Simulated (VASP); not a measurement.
The system is In3GaAs4.

```xyz
16
Lattice="-5.9404 0.0000 5.9404 -5.9404 -5.9404 0.0000 0.0000 -5.9404 5.9404" Properties=species:S:1:pos:R:3 pbc="T T T"
Ga   -2.9702   -2.9702    0.0000
Ga    0.0000    0.0000    0.0000
In   -2.9702   -5.9404    2.9702
In    0.0000   -2.9702    2.9702
In   -5.9404   -2.9702    2.9702
In   -2.9702    0.0000    2.9702
In   -5.9404   -5.9404    5.9404
In   -2.9702   -2.9702    5.9404
As   -1.4851   -1.4851    1.4851
As   -4.4553   -4.4553    1.4851
As   -1.4851   -4.4553    4.4553
As   -4.4553   -7.4255    4.4553
As   -4.4553   -1.4851    4.4553
As   -7.4255   -4.4553    4.4553
As   -4.4553   -4.4553    7.4255
As   -7.4255   -7.4255    7.4255
```

The cell was built by a generator and needn't be a form met in nature.

```yaml
Program: VASP 6.6.1
Task: relaxation of cell and atoms
Functional: PBEsol
Potentials_or_basis: VASP PAW PBE potentials, release 64 (Ga_d, In_d, As)
Cutoff: 600 eV
k_mesh: 6 × 6 × 6
Occupations: gaussian, width 0.03 eV
Spin: no spin polarisation
```

At the start: pressure 1.9 GPa; volume 26.20 Å³/atom.

How do energy, volume and symmetry change on relaxing?

Over 11 steps the energy falls by 25.8 meV/atom and the volume is 26.83 Å³/atom (+2.4 %); space group Amm2 (No. 38, to 0.05 Å).

The path:
```
step  energy change (eV)  largest force (eV/Å)  pressure (GPa)  volume (Å³)
   1              0.0000                1.2043            1.95       419.26
   2             -0.2957                0.4826           -1.05       438.88
   3             -0.2961                0.4640           -1.15       439.59
   4             -0.3986                0.1543           -0.35       432.34
   5             -0.4089                0.1169            0.03       429.27
   6             -0.4120                0.0528           -0.03       429.35
   7             -0.4126                0.0417           -0.01       429.40
   8             -0.4126                0.0444           -0.02       429.41
   9             -0.4129                0.0119            0.01       429.17
  10             -0.4129                0.0105            0.01       429.21
  11             -0.4129                0.0030            0.00       429.29
```

Final structure:
```yaml
crystal:
  lattice:
    - [-5.98403, 0.00284, 5.99421]
    - [-5.98119, -5.98119, 0.00000]
    - [0.00284, -5.98403, 5.99421]
  atoms:
    - { symbol: Ga, position: [0.99988, 0.50012, 0.99988] }
    - { symbol: Ga, position: [0.99988, 0.00012, 0.99988] }
    - { symbol: In, position: [0.00111, 0.49992, 0.49904] }
    - { symbol: In, position: [0.00111, 0.99992, 0.49904] }
    - { symbol: In, position: [0.49904, 0.49992, 0.00111] }
    - { symbol: In, position: [0.49904, 0.99992, 0.00111] }
    - { symbol: In, position: [0.49927, 0.50073, 0.49927] }
    - { symbol: In, position: [0.49927, 0.00073, 0.49927] }
    - { symbol: As, position: [0.11547, 0.13453, 0.11547] }
    - { symbol: As, position: [0.11547, 0.63453, 0.11547] }
    - { symbol: As, position: [0.11993, 0.11992, 0.64023] }
    - { symbol: As, position: [0.11993, 0.61992, 0.64023] }
    - { symbol: As, position: [0.64023, 0.11992, 0.11993] }
    - { symbol: As, position: [0.64023, 0.61992, 0.11993] }
    - { symbol: As, position: [0.62506, 0.12494, 0.62506] }
    - { symbol: As, position: [0.62506, 0.62494, 0.62506] }
```

Caveat: the PAW data sets were made with another functional, which shifts forces and pressure a little.
